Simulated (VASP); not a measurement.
PdIn (CsCl type): the cohesive energy from VASP (plane waves, PAW) at several levels of theory. Atoms are spin-polarised in a large box without symmetry, with the spin fixed by Hund's rule, and may not be in the lowest state of each functional; no zero-point energy is added.

```json
[
 {"level": "LDA", "cohesive energy (eV/atom)": "4.62"},
 {"level": "PBE", "cohesive energy (eV/atom)": "3.51"},
 {"level": "SCAN", "cohesive energy (eV/atom)": "3.95"},
 {"level": "r2SCAN", "cohesive energy (eV/atom)": "3.84"}
]
```

The cell of the LDA run:

```
CELL_PARAMETERS angstrom
      3.21793     0.00000     0.00000
      0.00000     3.21793     0.00000
      0.00000     0.00000     3.21793
ATOMIC_POSITIONS crystal
  In 0.50000 0.50000 0.50000
  Pd 0.00000 0.00000 0.00000
```

Only levels that ran to the end are used. Left out are those held back, those with too coarse a band path, GW runs whose mesh misses a band edge, hybrids' fits of cells that aren't cubic and levels without matching references; a question may draw on a part of the rest.
